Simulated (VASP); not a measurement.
Here is the system:

```
CELL_PARAMETERS angstrom
      1.64047    -2.75862     0.00000
      1.64047     2.75862     0.00000
      0.00000     0.00000     5.25244
ATOMIC_POSITIONS crystal
  Mg 0.33333 0.66667 0.25000
  Mg 0.66667 0.33333 0.75000
```

The numbers are results of r2SCAN meta-GGA, VASP's PBE PAW potentials (set 64) (plane waves; VASP), not measurements. Run with 480 eV cut-off, 12×12×8 Γ-centred mesh, first-order Methfessel-Paxton smearing of 0.10 eV, potentials Mg.

Estimate the energy per atom (σ→0), pressure, band gap (on the k-mesh) with the smallest direct gap where there is one.

```
Item                                                         Value
------------------------  ----------------------------------------
band gap (on the k-mesh)  none (metal, semimetal or under 0.01 eV)
energy per atom (σ→0)                               -4.137 eV/atom
pressure                                                 -2.15 GPa
```

Total energies compare only between runs with the same potentials, cut-off and functional.

The compound is Mg in the hcp structure. This cell was strained or had an atom moved on purpose.
